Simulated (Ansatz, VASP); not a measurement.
## One calculation of SbC, two programs

File INCAR:

```
ALGO = Normal ; EDIFF = 1E-7
ENCUT = 520 ; GGA = PE
ISIF = 2 ; ISMEAR = 0
LASPH = T ; LCHARG = F
LREAL = F ; LWAVE = F
NBANDS = 12 ; NELM = 60
PREC = Accurate ; SIGMA = 0.1
```

File KPOINTS:

```
k-points
0
Gamma
  6 6 4
```

Contents of POSCAR:

```
SbC
1.0
    1.6588157000     -2.4598069800      0.0000000000
    1.6588157000      2.4598069800      0.0000000000
    0.0000000000      0.0000000000      4.7375611500
Sb C
1 1
Direct
    0.0000000000      0.0000000000      0.0000000000
    0.5000000000      0.5000000000      0.5000000000
```

Input for Ansatz:

```yaml
crystal:
  lattice:
    - [1.6588157, -2.45980698, 0.0]
    - [1.6588157, 2.45980698, 0.0]
    - [0.0, 0.0, 4.73756115]
  atoms:
    - { symbol: Sb, position: [0.0, 0.0, 0.0] }
    - { symbol: C, position: [0.5, 0.5, 0.5] }
basis:
  ecutwfc: 420
kpoints:
  mp_grid: { grid: [6, 6, 4] }
hamiltonian:
  xc: pbe
scf:
  occupations: { method: gaussian, width: 0.1 }
  lower_state_search: "off"
output:
  forces: true
  stress: true
  eigenvalues: true
```

Change from the starting cell: species swapped into the ZnAg type (Cmmm, No. 65).

Alike in both runs: task single point; functional PBE; k mesh 6 × 6 × 4; occupations gaussian, width 0.1 eV; no spin polarisation.

|  | VASP | Ansatz |
| --- | --- | --- |
| version | VASP 6.6.1 | Ansatz 0.2.0 |
| potentials or method | VASP PAW PBE potentials, release 64 (Sb, C) | scalar-relativistic, plane waves, PAW |
| plane-wave cutoff (eV) | 520 | 420 |
| valence electrons in the cell | 9 | 19 |

```csv
,VASP,Ansatz,Ansatz less VASP
gap on the k mesh at the Fermi level (eV),none,none,-
pressure (GPa),-5.7,-5.6,+0.15
largest component of the traceless stress (GPa),16.59,16.55,-0.032
```

A gap of «none» marks a metal or a gap that the smearing closes. The two sets of potentials don't hold the same shells in valence.

Caveats: the k mesh is coarse (spacing up to 0.38 Å⁻¹), so the values aren't converged. Spin-orbit coupling is left out, which matters for the levels of Sb.
